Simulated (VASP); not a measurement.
MgCd2S3, 6 atoms in the cell. The structure is orthorhombic, space group Imm2 (No. 44). Conventional cell: a = 4.152 Å, b = 12.424 Å, c = 5.850 Å, α = 90.00°, β = 90.00°, γ = 90.00°. Mg (site symmetry mm2) is surrounded by 4 S at 2.46 to 2.48 Å. Cd (site symmetry m) has 4 S at 2.57 to 2.58 Å as nearest neighbours. S (site symmetry mm2) has 2 Mg at 2.48 Å and 2 Cd at 2.58 Å as nearest neighbours. Around S (site symmetry m) lie 1 Mg at 2.46 Å and 3 Cd at 2.57 Å. The cell was built by a generator and needn't be a form met in nature.

| Quantity | Value |
| --- | --- |
| Program | VASP 6.6.1 |
| Task | relaxation of cell and atoms |
| Functional | PBE |
| Potentials or basis | VASP PAW PBE potentials, release 64 (Mg, Cd, S) |
| Cutoff | 520 eV |
| k mesh | 8 × 8 × 8 |
| Occupations | gaussian, width 0.03 eV |
| Spin | no spin polarisation |
| Further INCAR settings | ALGO = Normal; EDIFF = 1e-06; IBRION = 2; EDIFFG = -0.01; NSW = 90; ISIF = 3 |

Potentials or basis: VASP PAW PBE potentials, release 64 (Mg, Cd, S).

Launch:

```bash
$ cat potpaw_PBE.64/Mg/POTCAR potpaw_PBE.64/Cd/POTCAR potpaw_PBE.64/S/POTCAR > POTCAR
$ mpirun -np 4 vasp_std > vasp.out
```

Hardware: 4 MPI ranks on Intel(R) Xeon(R) 6975P-C (Granite Rapids) (shared host).

**Question.** Estimate the wall time of this run.

**Answer.** Run time: 9.7 min on 4 MPI ranks on Intel(R) Xeon(R) 6975P-C (Granite Rapids) (shared host), peak memory 0.64 GiB a rank. Counts: scf iterations 48, k points 95, ion steps 8.
